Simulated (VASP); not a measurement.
Data:

```yaml
crystal:
  lattice:
    - [2.98279, 0.00000, 0.00000]
    - [0.00000, 2.98279, 0.00000]
    - [0.00000, 0.00000, 2.98279]
  atoms:
    - { symbol: Al, position: [0.50000, 0.50000, 0.50000] }
    - { symbol: Ru, position: [0.00000, 0.00000, 0.00000] }
```

Computed with vdW-DF-cx, VASP's PBE PAW potentials (set 64) (plane waves; VASP). Run with 520 eV cut-off, 14×14×14 Γ-centred mesh, tetrahedra with Blöchl corrections, potentials Al Ru_pv.

Problem. Estimate the energy per atom (σ→0), band gap (on the k-mesh) with the smallest direct gap where there is one.

Solution. 
```yaml
band gap (on the k-mesh): none (metal, semimetal or under 0.01 eV)
energy per atom (σ→0): -5.245 eV/atom
```

Only differences to runs with the same potentials and settings are physical.

The compound is RuAl in the CsCl type structure. It was relaxed first. The electron count is odd and the run is not spin-polarised, which forces a metal.
